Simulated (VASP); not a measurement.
# HfN: structure and properties in VASP, part 2 of 4

Aim: relax HfN, then compute properties on the relaxed cell. The start is a cell from a database of measured crystal structures.

VASP 6.6.1; rev-vdW-DF2; plane waves and PAW (Hf_pv, N).

Still holding for the runs below: This run has no spin polarisation. Its electron count is odd, so without a moment it is a metal by construction. The k-mesh is coarse for a metal.

So far. Step 2 (Relaxing cell and atoms (rev-vdW-DF2)): It ends with forces that vanish by symmetry and a pressure of -0.08 GPa. The volume lies -2.1 % from that of the database's start, which holds the thermal and zero-point expansion of its experiment. The relaxed cell has a = 4.518 Å (conventional setting).

## (3) Second relaxation

The basis stayed that of the start cell while the cell moved. A rerun from the cell reached resets it; the error of the finite cutoff stays. The mesh changes with the cell too.

INCAR

```
SYSTEM = HfN
PREC = Accurate
ENCUT = 520
EDIFF = 1E-06
NELM = 100
ISMEAR = 0
SIGMA = 0.05
LREAL = .FALSE.
ALGO = Normal
GGA = MK
AGGAC = 0
LUSE_VDW = .TRUE.
PARAM1 = 0.1234
PARAM2 = 0.711357
ZAB_VDW = -1.8867
LASPH = .TRUE.
NBANDS = 13
LORBIT = 11
LWAVE = .FALSE.
LCHARG = .FALSE.
KPAR = 2
IBRION = 2
NSW = 60
ISIF = 3
EDIFFG = -0.01
```

POSCAR

```
HfN
1.0
    0.0000000000      2.2587912513      2.2587912513
    2.2587912513      0.0000000000      2.2587912513
    2.2587912513      2.2587912513      0.0000000000
Hf N
1 1
Direct
    0.0000000000      0.0000000000      0.0000000000
    0.5000000000      0.5000000000      0.5000000000
```

KPOINTS

```
Automatic mesh
0
Gamma
9 9 9
0 0 0
```

The projector-augmented-wave data sets are Hf_pv and N (PBE family, release 64).

The run is started by

```sh
$ mpirun -np 2 vasp_std
```

The log of the run:

```text
[banner, memory and clock lines left out]
running    2 mpi-ranks, on    1 nodes
 distrk:  each k-point on    1 cores,    2 groups
 distr:  one band on    1 cores,    1 groups

 POSCAR found type information on POSCAR HfN
 POSCAR found :  2 types and       2 ions
 [... a notice as in an earlier step ...]

 [... a notice as in an earlier step ...]

 LDA part: xc-table for (Slater+PW92), standard interpolation
 POSCAR, INCAR and KPOINTS ok, starting setup
 FFT: planning ... GRIDC
 FFT: planning ... GRID_SOFT
 FFT: planning ... GRID
 WAVECAR not read
 entering main loop
       N       E                     dE             d eps       ncg     rms          rms(c)
DAV:   1     0.382853791573E+02    0.38285E+02   -0.80522E+03   910   0.109E+03
DAV:   2    -0.198750007709E+02   -0.58160E+02   -0.55054E+02  1245   0.238E+02
DAV:   3    -0.218315300149E+02   -0.19565E+01   -0.19505E+01  1045   0.361E+01
DAV:   4    -0.218400554006E+02   -0.85254E-02   -0.85249E-02  1045   0.280E+00
DAV:   5    -0.218401139960E+02   -0.58595E-04   -0.58595E-04  1035   0.203E-01    0.490E+01
DAV:   6    -0.188938664982E+02    0.29462E+01   -0.97861E+00  1035   0.240E+01    0.416E+01
DAV:   7    -0.188192825485E+02    0.74584E-01   -0.53232E-01  1005   0.655E+00    0.269E+01
DAV:   8    -0.187983865259E+02    0.20896E-01   -0.12347E-01  1045   0.317E+00    0.692E+00
DAV:   9    -0.187908884301E+02    0.74981E-02   -0.25787E-02  1010   0.127E+00    0.199E+00
DAV:  10    -0.187906622122E+02    0.22622E-03   -0.16065E-03  1093   0.378E-01    0.184E-01
DAV:  11    -0.187906413091E+02    0.20903E-04   -0.88518E-05  1040   0.976E-02    0.538E-02
DAV:  12    -0.187906411338E+02    0.17531E-06   -0.86695E-06  1129   0.252E-02
   1 F= -.18790641E+02 E0= -.18789612E+02  d E =-.187906E+02
 curvature:   0.00 expect dE= 0.000E+00 dE for cont linesearch  0.000E+00
 trial: gam= 0.00000 g(F)=  0.240E-60 g(S)=  0.158E-03 ort = 0.000E+00 (trialstep = 0.100E+01)
 search vector abs. value=  0.158E-03
 bond charge predicted
       N       E                     dE             d eps       ncg     rms          rms(c)
DAV:   1    -0.187911580141E+02   -0.51671E-03   -0.15614E-02   910   0.111E+00    0.423E-01
DAV:   2    -0.187906992395E+02    0.45877E-03   -0.72893E-04  1005   0.232E-01    0.195E-01
DAV:   3    -0.187905676270E+02    0.13161E-03   -0.25231E-04   975   0.141E-01    0.134E-01
DAV:   4    -0.187905603399E+02    0.72871E-05   -0.28930E-05  1085   0.450E-02    0.764E-02
DAV:   5    -0.187905608366E+02   -0.49667E-06   -0.20418E-06  1069   0.119E-02
   2 F= -.18790561E+02 E0= -.18789532E+02  d E =0.802972E-04
 trial-energy change:    0.000080  1 .order    0.000075   -0.000158    0.000308
 step:   0.3238(harm=  0.3394)  dis= 0.00000  next Energy=   -18.790667 (dE=-0.254E-04)
 bond charge predicted
       N       E                     dE             d eps       ncg     rms          rms(c)
DAV:   1    -0.187909416624E+02   -0.38132E-03   -0.71840E-03   910   0.752E-01    0.283E-01
DAV:   2    -0.187907323018E+02    0.20936E-03   -0.33330E-04  1000   0.157E-01    0.130E-01
DAV:   3    -0.187906709890E+02    0.61313E-04   -0.11476E-04   975   0.952E-02    0.901E-02
DAV:   4    -0.187906666554E+02    0.43336E-05   -0.13295E-05  1085   0.304E-02    0.514E-02
DAV:   5    -0.187906657148E+02    0.94064E-06   -0.87228E-07   783   0.802E-03
   3 F= -.18790666E+02 E0= -.18789637E+02  d E =-.245810E-04
 curvature:  -0.17 expect dE=-0.317E-07 dE for cont linesearch -0.317E-07
 trial: gam= 0.00000 g(F)=  0.180E-60 g(S)=  0.187E-06 ort =-0.544E-05 (trialstep = 0.865E+00)
 search vector abs. value=  0.187E-06
 reached required accuracy - stopping structural energy minimisation
```

It took 28 s on 2 MPI ranks of Intel Xeon 6975P-C (Granite Rapids), shared host; peak memory 0.52 GiB.

OUTCAR, selected parts (step 3):

```text
  LATTYP: Found a face centered cubic cell.
 ALAT       =     4.5175825026

The static configuration has the point symmetry O_h .

 Found     35 irreducible k-points:

   k-points           NKPTS =     35   k-points in BZ     NKDIM =     35   number of bands    NBANDS=     13

   ENCUT  =  520.0 eV  38.22 Ry    6.18 a.u.   5.94  5.94  5.94*2*pi/ulx,y,z

   NELECT =      15.0000    total number of electrons

 E-fermi :   8.2646

 k-point     1 :       0.0000    0.0000    0.0000
  band No.  band energies     occupation
    ...
      6       5.2716      2.00000
      7       5.2716      2.00000
      8       7.9207      2.00000
      9       7.9207      2.00000
     10       7.9207      2.00000
     11      10.1654      0.00000
     12      10.2542      0.00000
     13      10.2542      0.00000

 k-point     2 :       0.1111    0.0000    0.0000
  band No.  band energies     occupation
    ...
      4      -8.8736      2.00000
      5       4.1834      2.00000
      6       4.6245      2.00000
      7       4.6245      2.00000
      8       8.1900      1.96512
      9       8.3157      0.14799
     10       8.3157      0.14799
     11      11.0000      0.00000
     12      11.1448      0.00000
     13      11.1448      0.00000

Total vdW correction in eV:      1.7672546

  Total        0.0016082      0.0016082      0.0016082      0.0000000     -0.0000000      0.0000000
  in kB        0.1119074      0.1119074      0.1119074      0.0000000     -0.0000000      0.0000000
  external PRESSURE =       0.1119074 kB  Pullay stress =       0.0000000 kB

  energy-cutoff  :      520.00
  volume of cell :       23.02
      direct lattice vectors                 reciprocal lattice vectors
     0.000000000  2.257966971  2.257966971    -0.221438137  0.221438137  0.221438137
     2.257966971  0.000000000  2.257966971     0.221438137 -0.221438137  0.221438137
     2.257966971  2.257966971  0.000000000     0.221438137  0.221438137 -0.221438137

 POSITION                                       TOTAL-FORCE (eV/Angst)
 -----------------------------------------------------------------------------------
      0.00000      0.00000      0.00000        -0.000000      0.000000     -0.000000
      2.25797      2.25797      2.25797         0.000000     -0.000000      0.000000
 -----------------------------------------------------------------------------------
    total drift:                                0.000000     -0.000000     -0.000000

  FREE ENERGIE OF THE ION-ELECTRON SYSTEM (eV)
  ---------------------------------------------------
  free  energy   TOTEN  =       -18.7906657148 eV

  energy  without entropy=      -18.7886078034  energy(sigma->0) =      -18.78963676

Total vdW correction in eV:      1.7672501

 total charge
# of ion       s       p       d       tot
------------------------------------------
    1        0.290   6.576   1.769   8.635
    2        1.230   2.520   0.000   3.750
--------------------------------------------------
tot          1.520   9.095   1.769  12.385

[... 3 parts as in an earlier step ...]

[... 7 further parts left out ...]
```

Little changed from the start: no atom moved by 0.005 Å and no cell edge by 0.1 %.

Numbers from this step:

```
irreducible k-points            : 35
free energy (TOTEN)             : -18.79 eV
energy at zero smearing         : -18.79 eV
Fermi energy                    : 8.265 eV
pressure                        : 0.01119 GPa
SCF cycles over all ionic steps : 22
```

It ends with forces that vanish by symmetry and a pressure of 0.01 GPa. The volume moved by only 0.11 %, so the volume is settled.

## (4) Single point with fields (rev-vdW-DF2)

The relaxed cell gets a fresh self-consistent run, on a basis set for its own volume, to fix the density and to check the remaining stress.

Edit INCAR of step 3 so:

```diff
@@ -19,7 +19,5 @@
 LWAVE = .FALSE.
-LCHARG = .FALSE.
-KPAR = 2
-IBRION = 2
-NSW = 60
-ISIF = 3
-EDIFFG = -0.01
+LCHARG = .TRUE.
+ISIF = 2
+LELF = .TRUE.
+LVHAR = .TRUE.
```

POSCAR

```
HfN
1.0
    0.0000000000      2.2579669706      2.2579669706
    2.2579669706      0.0000000000      2.2579669706
    2.2579669706      2.2579669706      0.0000000000
Hf N
1 1
Direct
    0.0000000000      0.0000000000      0.0000000000
    0.5000000000      0.5000000000      0.5000000000
```

KPOINTS is that of step 3.

The run is started by

```sh
$ mpirun -np 2 vasp_std
```

The log of the run:

```text
[banner, memory and clock lines left out]
running    2 mpi-ranks, on    1 nodes
 distrk:  each k-point on    2 cores,    1 groups
 distr:  one band on    1 cores,    2 groups

 POSCAR found type information on POSCAR HfN
 POSCAR found :  2 types and       2 ions
 [... a notice as in an earlier step ...]

 [... a notice as in an earlier step ...]

 LDA part: xc-table for (Slater+PW92), standard interpolation
|                                                                             |
|           W    W    AA    RRRRR   N    N  II  N    N   GGGG   !!!           |
|           W    W   A  A   R    R  NN   N  II  NN   N  G    G  !!!           |
|           W    W  A    A  R    R  N N  N  II  N N  N  G       !!!           |
|           W WW W  AAAAAA  RRRRR   N  N N  II  N  N N  G  GGG   !            |
|           WW  WW  A    A  R   R   N   NN  II  N   NN  G    G                |
|           W    W  A    A  R    R  N    N  II  N    N   GGGG   !!!           |
|                                                                             |
|     The number of bands has been changed from the values supplied in        |
|     The orbitals not found in the WAVECAR file will be initialized with     |
|     random numbers, which is usually adequate. For correlated               |
|     calculations, however, you should redo the groundstate calculation.     |
|     I found NBANDS = 13. Now, NBANDS = 14.                                  |
|                                                                             |

 POSCAR, INCAR and KPOINTS ok, starting setup
 FFT: planning ... GRIDC
 FFT: planning ... GRID_SOFT
 FFT: planning ... GRID
 WAVECAR not read
 entering main loop
       N       E                     dE             d eps       ncg     rms          rms(c)
DAV:   1     0.392855643987E+02    0.39286E+02   -0.78590E+03   980   0.101E+03
DAV:   2    -0.199762662812E+02   -0.59262E+02   -0.55833E+02  1300   0.232E+02
DAV:   3    -0.218333333866E+02   -0.18571E+01   -0.18508E+01  1094   0.343E+01
DAV:   4    -0.218400364096E+02   -0.67030E-02   -0.67025E-02  1190   0.237E+00
DAV:   5    -0.218400788268E+02   -0.42417E-04   -0.42418E-04  1130   0.164E-01    0.491E+01
DAV:   6    -0.189022291966E+02    0.29378E+01   -0.85218E+00  1088   0.223E+01    0.419E+01
DAV:   7    -0.188200843813E+02    0.82145E-01   -0.48080E-01  1256   0.610E+00    0.269E+01
DAV:   8    -0.187966422490E+02    0.23442E-01   -0.11387E-01  1208   0.294E+00    0.630E+00
DAV:   9    -0.187907540889E+02    0.58882E-02   -0.15331E-02  1166   0.101E+00    0.197E+00
DAV:  10    -0.187906930990E+02    0.60990E-04   -0.10314E-03  1306   0.305E-01    0.413E-01
DAV:  11    -0.187906643810E+02    0.28718E-04   -0.68219E-05  1166   0.810E-02    0.101E-01
DAV:  12    -0.187906631016E+02    0.12794E-05   -0.77728E-06  1306   0.236E-02    0.136E-02
DAV:  13    -0.187906629565E+02    0.14509E-06   -0.18672E-07   634   0.446E-03
   1 F= -.18790663E+02 E0= -.18789634E+02  d E =-.205765E-02
```

The job ended after 8.4 s (2 MPI ranks; peak memory 0.43 GiB; 16 s of CPU time).

OUTCAR, selected parts (step 4):

```text
  LATTYP: Found a face centered cubic cell.
 ALAT       =     4.5159339412

The static configuration has the point symmetry O_h .

 Found     35 irreducible k-points:

   k-points           NKPTS =     35   k-points in BZ     NKDIM =     35   number of bands    NBANDS=     14

   NELECT =      15.0000    total number of electrons

 E-fermi :   8.2646

 k-point     1 :       0.0000    0.0000    0.0000
  band No.  band energies     occupation
    ...
      6       5.2716      2.00000
      7       5.2716      2.00000
      8       7.9208      2.00000
      9       7.9208      2.00000
     10       7.9208      2.00000
     11      10.1654      0.00000
     12      10.2543      0.00000
     13      10.2543      0.00000
     14      17.9476      0.00000

 k-point     2 :       0.1111    0.0000    0.0000
  band No.  band energies     occupation
    ...
      4      -8.8736      2.00000
      5       4.1834      2.00000
      6       4.6245      2.00000
      7       4.6245      2.00000
      8       8.1900      1.96510
      9       8.3158      0.14777
     10       8.3158      0.14777
     11      11.0000      0.00000
     12      11.1449      0.00000
     13      11.1449      0.00000
    ...

Total vdW correction in eV:      1.7672452

  Total       -0.0003580     -0.0003580     -0.0003580     -0.0000000      0.0000000      0.0000000
  in kB       -0.0249121     -0.0249121     -0.0249121     -0.0000000      0.0000000      0.0000000
  external PRESSURE =      -0.0249121 kB  Pullay stress =       0.0000000 kB

 POSITION                                       TOTAL-FORCE (eV/Angst)
 -----------------------------------------------------------------------------------
      0.00000      0.00000      0.00000         0.000000      0.000000      0.000000
      2.25797      2.25797      2.25797         0.000000      0.000000      0.000000
 -----------------------------------------------------------------------------------
    total drift:                                0.000000     -0.000000     -0.000000

  FREE ENERGIE OF THE ION-ELECTRON SYSTEM (eV)
  ---------------------------------------------------
  free  energy   TOTEN  =       -18.7906629565 eV

  energy  without entropy=      -18.7886053093  energy(sigma->0) =      -18.78963413

Total vdW correction in eV:      1.7672464

[... 7 parts as in an earlier step ...]

[... 5 further parts left out ...]
```

Numbers from this step:

| Property | Result |
| --- | --- |
| SCF cycles | 13 |
| bands | 14 |
| pressure | -0.002491 GPa |

Valence electrons inside each PAW sphere by angular momentum. Sphere charges, by row:

```csv
atom,s (e),p (e),d (e),tot (e)
Hf1,0.29,6.576,1.769,8.635
N2,1.23,2.52,0,3.75
```

Valence density in the ac plane of the conventional cell at fractional y = 0.000, with atoms of Hf and N within 0.2 Å of it. It is the smooth field of the valence electrons, not physical close to the nuclei.

Ten even steps from '0' (0.2 e/Å³) to '9' (3.7 e/Å³), each cell a mean:
```
97301389620158
64100134210025
11000011000001
00000000000000
21000133200012
74101478620026
97201699830149
96201589730138
42100256410013
10000011100001
00000000000000
32000122100013
86200267410147
98301499720169
```
Columns run along a (4.5 Å), rows up along c (4.5 Å), edges of the conventional cell, whose origin can differ from the input's. Atoms in or near the plane, at fractional coordinates: Hf at (0.00, 0.00), Hf at (0.50, 0.50), N at (0.50, 0.00), N at (0.00, 0.50).

Electrostatic potential energy in the ac plane of the conventional cell at fractional y = 0.000, with atoms of Hf and N within 0.2 Å of it. With pseudopotentials it is smooth inside the atoms' cores, unlike the true potential.

Ten even steps from '_' (-48 eV) to '@' (-2 eV), each cell a mean:
```
==++**%%@@++____..%%@@##**++
++**##%%@@@@++==##@@@@%%****
####%%@@@@@@@@@@@@@@@@@@%%##
%%@@@@@@@@%%%%%%%%@@@@@@@@@@
%%@@@@@@%%##****####@@@@@@%%
__==@@@@##**++++++##%%@@##..
::__%%%%##++====++**%%@@==__
__..%%@@##**++==++**%%@@++__
==##@@@@%%****++**##%%@@@@++
@@@@@@@@@@%%######%%@@@@@@@@
%%%%@@@@@@@@@@%%@@@@@@@@%%%%
**####@@@@@@%%%%@@@@@@%%##**
++++##%%@@##..__==@@@@##**++
==++**%%@@==__::__%%%%##++==
```
Columns run along a (4.5 Å; values clipped at the 3rd and 97th percentile), rows up along c (4.5 Å), edges of the conventional cell, whose origin can differ from the input's. Atoms in or near the plane, at fractional coordinates: Hf at (0.00, 0.00), Hf at (0.50, 0.50), N at (0.50, 0.00), N at (0.00, 0.50).

ELF in the ac plane of the conventional cell at fractional y = 0.000, with atoms of Hf and N within 0.2 Å of it. It is the smooth field of the valence electrons, not physical close to the nuclei.

Ten even steps from '0' (0.02) to '9' (0.79), each cell a mean:
```
03426975993341
45315999983254
32113566642123
33321122211233
98631344421489
89832532442699
38933400242695
59933410342697
99832544531599
66421233211356
22112333332112
44214899863134
24426998983253
02426953893340
```
Columns run along a (4.5 Å), rows up along c (4.5 Å), edges of the conventional cell, whose origin can differ from the input's. Atoms in or near the plane, at fractional coordinates: Hf at (0.00, 0.00), Hf at (0.50, 0.50), N at (0.50, 0.00), N at (0.00, 0.50).

In this run the pressure is 0.00 GPa, small enough to go on.

(Continued in part 3 of 4.)

[Lines on the potential files, build, host, timing and source positions are cut from VASP's logs without a mark.]

[Logs are printed without paths, hosts, clocks, repeated set-up lines and the standing remarks that a program may print on its own settings, such as how far it seeks lower states.]

[Hosts, paths, dates, database ids (printed as entryN), source tags and the programs' standing remarks are cut or masked in the printed files.]

[A measured line is paired with the nearest computed mode of its activity, which favours agreement.]
